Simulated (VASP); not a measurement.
Input:

```
Li
1.0
   -1.71297     1.71297     1.71297
    1.71297    -1.71297     1.71297
    1.71297     1.71297    -1.71297
Li
1
Direct
  0.00000   0.00000   0.00000
```

All values below come from PBEsol GGA, VASP's PBE PAW potentials (set 64) (plane waves; VASP 6.6.1). Run with PREC = Normal, EDIFF = 1E-5, 450 eV cut-off, 17×17×17 Γ-centred mesh, first-order Methfessel-Paxton smearing of 0.10 eV, potentials Li_sv.

At this cut-off the stress carries a Pulay error, which pulls relaxed volumes low.

**Question.** Estimate the energy per atom (σ→0), pressure, band gap (on the k-mesh) with the smallest direct gap where there is one.

**Answer.** 
```yaml
band gap (on the k-mesh): none (metal, semimetal or under 0.01 eV)
energy per atom (σ→0): -1.964 eV/atom
pressure: -1.08 GPa
```

Only differences to runs with the same potentials and settings are physical.

The compound is Li in the bcc structure. It was relaxed first, which changed the volume by -5 %.
